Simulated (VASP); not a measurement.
Here is a VASP 6.6.1 calculation.

File INCAR:

```
PREC = Accurate
ENCUT = 520
EDIFF = 1E-6
ISMEAR = 1
SIGMA = 0.1
LREAL = F
LASPH = T
NELM = 80
ALGO = Normal
ISIF = 2
LWAVE = F
LCHARG = F
GGA = PE
KPAR = 4
```

KPOINTS

```
Automatic mesh
0
Gamma
  6 6 6
```

File POSCAR:

```
Ca
1.0
    0.0000000000      2.7942000000      2.7942000000
    2.7942000000      0.0000000000      2.7942000000
    2.7942000000      2.7942000000      0.0000000000
Ca
1
Direct
    0.0000000000      0.0000000000      0.0000000000
```

Potentials or basis: VASP PAW PBE potentials, release 64 (Ca_sv).

The run is started by

```sh
$ cat potpaw_PBE.64/Ca_sv/POTCAR > POTCAR
$ mpirun -np 4 vasp_std > vasp.out
```

(1) What does it give for the pressure?

(2) What does it give for the band gap on the k mesh?

Results:

(1) -0.7 GPa.

(2) none (metal or under the smearing width).
